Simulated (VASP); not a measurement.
## BiB: single point with r2SCAN

The system is BiB.

```
B Bi
1.0
     0.00000    2.62683    2.62683
     2.62683    0.00000    2.62683
     2.62683    2.62683    0.00000
B Bi
1 1
Direct
  0.00000 0.00000 0.00000
  0.50000 0.50000 0.50000
```

The cell was built by a generator and needn't be a form met in nature.

- Program: VASP 6.6.1
- Task: single point
- Functional: r2SCAN
- Potentials or basis: VASP PAW PBE potentials, release 64 (B, Bi_d)
- Cutoff: 520 eV
- k mesh: 8 × 8 × 8
- Occupations: fermi-dirac, width 0.02 eV
- Spin: no spin polarisation

```json
{
  "Pressure": "0.0 GPa",
  "Band gap on the k mesh": "none (metal or under the smearing width)"
}
```

Levels at points of the mesh, in eV from the Fermi level:
```tsv
k point	band 6	band 7	band 8	band 9	band 10	band 11	band 12	band 13
(0.00, 0.00, 0.00)	-14.93	-0.18	-0.18	-0.18	0.15	6.95	6.95	6.95
(0.50, 0.00, 0.00)	-11.88	-8.97	1.08	1.08	1.89	1.89	3.08	3.18
(0.50, 0.50, 0.00)	-10.92	-6.49	-4.42	-3.14	-3.14	4.43	9.06	9.06
```

Run time: 90 s on 1 thread of AMD EPYC 7R13 Processor (Zen 3), on a shared host, peak memory 0.14 GiB.

Caveat: the PAW data sets were made with another functional, which shifts forces and pressure a little; spin-orbit coupling is left out, which moves the levels of the heavy elements.
